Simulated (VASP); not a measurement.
An input for Ansatz (written as the equivalent of a VASP run, and not itself run):

Ansatz 0.2 input:
```yaml
crystal:
  lattice:
    - [0.0000000, 2.6106896, 2.6106896]
    - [2.6106896, 0.0000000, 2.6106896]
    - [2.6106896, 2.6106896, 0.0000000]
  atoms:
    - { symbol: Ca, position: [0.0000000, 0.0000000, 0.0000000] }
    - { symbol: B, position: [0.2500000, 0.2500000, 0.2500000] }
    - { symbol: B, position: [0.7500000, 0.7500000, 0.7500000] }
kpoints:
  mp_grid: { grid: [8, 8, 8] }
hamiltonian:
  xc: pbesol
  pseudopotentials: { kind: paw }
scf:
  occupations: { method: methfessel_paxton, width: 0.1 }
  max_iter: 100
relax:
  max_steps: 40
  f_tol: 0.01
  cell: { p_target: 30 }
output: { forces: true, stress: true, eigenvalues: true }
```

Translate this input to VASP (INCAR, KPOINTS, POSCAR, choice of POTCAR).

One answer among several that fit: 
File KPOINTS:
```
Automatic mesh
0
gamma
 8 8 8
```

POSCAR:
```
CaB2
1
   -0.0000000000     2.6106896383     2.6106896383
    2.6106896383    -0.0000000000     2.6106896383
    2.6106896383     2.6106896383     0.0000000000
Ca B
1 2
Direct
  0.0000000000   0.0000000000   0.0000000000
  0.2500000000   0.2500000000   0.2500000000
  0.7500000000   0.7500000000   0.7500000000
```

**INCAR**
```
SYSTEM  =  CaB2
PREC  =  Accurate; ENCUT  =  600; LREAL  =  .False.
LASPH  =  .True.
EDIFF  =  1E-7; NELM  =  100; ALGO  =  Normal
ISMEAR  =  1; SIGMA  =  0.1
GGA  =  PS
IBRION  =  2; NSW  =  40; ISIF  =  3
EDIFFG  =  -0.01; PSTRESS  =  300
LWAVE  =  .False.; LCHARG  =  .False.
```

POTCAR, in this order: Ca_sv B (PBE.64 set). Program: vasp_std.

What does not carry over: each code has its own PAW files, so the cut-off isn't converted (ENCUT is set for VASP's; basis.ecutwfc is left out, and Ansatz then takes the one that its files recommend); Ansatz stops its SCF on the density residual and VASP on the energy change (EDIFF).

The structure was generated: CaB2 was put into the fluorite type (Fm-3m), which need not be its known phase. It was relaxed first under an external pressure of 30 GPa.
